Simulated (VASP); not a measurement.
A run of VASP 6.6.1:

INCAR

```
ALGO = Fast ; EDIFF = 1E-6
ENCUT = 520 ; GGA = PS
ISIF = 2 ; ISMEAR = -1
ISYM = 0 ; LASPH = True
LCHARG = False ; LREAL = False
LWAVE = False ; NBANDS = 20
NELM = 100 ; PREC = Accurate
SIGMA = 0.2
```

File KPOINTS:

```
Automatic mesh
0
Gamma
  6 6 3
  0.5 0.5 0.5
```

The input POSCAR:

```
TcRu
1.0
    2.7248625300      0.0000000000      0.0000000000
   -1.3624312600      2.3598001700      0.0000000000
    0.0000000000      0.0000000000      4.3128941500
Tc Ru
1 1
Direct
    0.0000000000      0.0000000000      0.0000000000
    0.3333333300      0.6666666700      0.5000000000
```

Potentials or basis: VASP PAW PBE potentials, release 64 (Tc_pv, Ru_pv).

Launch:

```console
$ cat potpaw_PBE.64/Tc_pv/POTCAR potpaw_PBE.64/Ru_pv/POTCAR > POTCAR
$ mpirun -np 1 vasp_std > vasp.out
```

Hardware: 1 thread of Intel(R) Xeon(R) Platinum 8488C (Sapphire Rapids), with other jobs on the host.

Estimate the wall time of this run.

It took 47 s on 1 thread of Intel(R) Xeon(R) Platinum 8488C (Sapphire Rapids), on a shared host, peak memory 0.2 GiB. Counts: scf iterations 14, k points 162.
